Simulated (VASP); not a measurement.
These are RPBE GGA, VASP's PBE PAW potentials (set 64) (plane waves; VASP) values and carry that method's errors.

The input files of a VASP run:

**INCAR**
```
SYSTEM = PdIn
PREC = Accurate; ENCUT = 520; LREAL = .FALSE.
LASPH = .TRUE.
EDIFF = 1E-7; NELM = 100; ALGO = Normal
LMAXMIX = 4
ISMEAR = 1; SIGMA = 0.1
GGA = RP
ISIF = 2
LWAVE = .FALSE.; LCHARG = .FALSE.
```

**KPOINTS**
```
Automatic mesh
0
Gamma
11 11 11
0 0 0
```

### POSCAR
```
PdIn
1
    3.4094580101     0.0000000000     0.0000000000
    0.0000000000     3.4094580101     0.0000000000
    0.0000000000     0.0000000000     3.4094580101
In Pd
1 1
Direct
  0.5000000000   0.5000000000   0.5000000000
  0.0000000000   0.0000000000   0.0000000000
```

POTCAR, in this order: In_d Pd (PBE.64 set). Program: vasp_std.

The resulting files:

**OSZICAR**
```
       N       E                     dE             d eps       ncg     rms          rms(c)
DAV:   1     0.161467058457E+03    0.16147E+03   -0.11400E+04  1702   0.191E+03
DAV:   2     0.592222104809E+00   -0.16087E+03   -0.15627E+03  1778   0.405E+02
DAV:   3    -0.769740587936E+01   -0.82896E+01   -0.81483E+01  2058   0.956E+01
DAV:   4    -0.783840451299E+01   -0.14100E+00   -0.14094E+00  2017   0.126E+01
DAV:   5    -0.784559478772E+01   -0.71903E-02   -0.71902E-02  2532   0.247E+00    0.453E+00
DAV:   6    -0.774034987004E+01    0.10524E+00   -0.19792E-01  2205   0.781E+00    0.229E+00
DAV:   7    -0.771876863396E+01    0.21581E-01   -0.59662E-02  2158   0.416E+00    0.690E-01
DAV:   8    -0.771725694005E+01    0.15117E-02   -0.10061E-02  1841   0.118E+00    0.295E-01
DAV:   9    -0.771700026196E+01    0.25668E-03   -0.17059E-03  2191   0.615E-01    0.619E-02
DAV:  10    -0.771702347893E+01   -0.23217E-04   -0.61280E-05  2212   0.116E-01    0.256E-02
DAV:  11    -0.771702751853E+01   -0.40396E-05   -0.96539E-06  2023   0.348E-02    0.368E-03
DAV:  12    -0.771702778199E+01   -0.26345E-06   -0.56357E-07  2272   0.823E-03    0.341E-03
DAV:  13    -0.771702758012E+01    0.20187E-06   -0.38728E-08  1064   0.260E-03    0.176E-03
DAV:  14    -0.771702747145E+01    0.10867E-06   -0.79129E-09   994   0.107E-03    0.658E-04
DAV:  15    -0.771702746304E+01    0.84015E-08   -0.13155E-09   945   0.491E-04
   1 F= -.77170275E+01 E0= -.77163405E+01  d E =-.206075E-02
```

File OUTCAR:
```
------------------------ aborting loop because EDIFF is reached ----------------------------------------
  FORCE on cell =-STRESS in cart. coord.  units (eV):
  Direction    XX          YY          ZZ          XY          YZ          ZX
  --------------------------------------------------------------------------------------
  Total       -1.2560332     -1.2560332     -1.2560332      0.0000000      0.0000000     -0.0000000
  in kB      -50.7756686    -50.7756686    -50.7756686      0.0000000      0.0000000     -0.0000000
  external PRESSURE =     -50.7756686 kB  Pullay stress =       0.0000000 kB
  volume of cell :       39.63
      direct lattice vectors                 reciprocal lattice vectors
     3.409458010  0.000000000  0.000000000     0.293301750  0.000000000  0.000000000
     0.000000000  3.409458010  0.000000000     0.000000000  0.293301750  0.000000000
     0.000000000  0.000000000  3.409458010     0.000000000  0.000000000  0.293301750
 POSITION                                       TOTAL-FORCE (eV/Angst)
 -----------------------------------------------------------------------------------
      1.70473      1.70473      1.70473         0.000000      0.000000      0.000000
      0.00000      0.00000      0.00000         0.000000      0.000000      0.000000
 -----------------------------------------------------------------------------------
    total drift:                                0.000000      0.000000      0.000000
  FREE ENERGIE OF THE ION-ELECTRON SYSTEM (eV)
  ---------------------------------------------------
  free  energy   TOTEN  =        -7.7170274630 eV

  energy  without entropy=       -7.7149667151  energy(sigma->0) =       -7.71634055
```
(Selected blocks of OUTCAR.)

**OUTCAR**
```
 val. band max:        8.7184081961   @ k =   0.3636   0.3636   0.0909

 cond. band min:       8.7464372584   @ k =   0.4545   0.4545   0.3636


 Fermi energy:         8.7462794123

 k-point     1 :       0.0000    0.0000    0.0000
  band No.  band energies     occupation
      1      -5.9095      2.00000
      2      -5.9095      2.00000
      3      -5.6273      2.00000
      4      -5.6273      2.00000
      5      -5.6273      2.00000
      6      -0.2450      2.00000
      7       5.5540      2.00000
      8       5.5540      2.00000
      9       6.8100      2.00000
     10       6.8100      2.00000
     11       6.8100      2.00000
     12      12.8785      0.00000
     13      12.8785      0.00000
     14      12.8785      0.00000
     15      16.8221      0.00000

 k-point     2 :       0.0909    0.0000    0.0000
  band No.  band energies     occupation
      1      -5.9069      2.00000
      2      -5.8898      2.00000
      3      -5.6335      2.00000
      4      -5.6335      2.00000
      5      -5.6258      2.00000
      6      -0.1269      2.00000
      7       5.5587      2.00000
      8       5.5723      2.00000
      9       6.7343      2.00000
     10       6.7343      2.00000
     11       6.8070      2.00000
     12      11.9750      0.00000
     13      13.1004      0.00000
     14      13.1004      0.00000
     15      17.2500      0.00000

 k-point     3 :       0.1818    0.0000    0.0000
  band No.  band energies     occupation
      1      -5.8998      2.00000
      2      -5.8368      2.00000
      3      -5.6499      2.00000
      4      -5.6499      2.00000
      5      -5.6217      2.00000
      6       0.2260      2.00000
      7       5.5715      2.00000
      8       5.5845      2.00000
      9       6.5463      2.00000
     10       6.5463      2.00000
     11       6.7989      2.00000
     12      10.3692     -0.00000
     13      13.7256      0.00000
     14      13.7256      0.00000
     15      17.5622      0.00000
...
```

Unless said otherwise, spin-orbit coupling is left out, though it shifts the bands of the heavy elements here.

The compound is PdIn in the CsCl type structure. This cell is one point of a volume scan, at 1.06 of the reference volume. The electron count is odd and the run is not spin-polarised, which forces a metal.
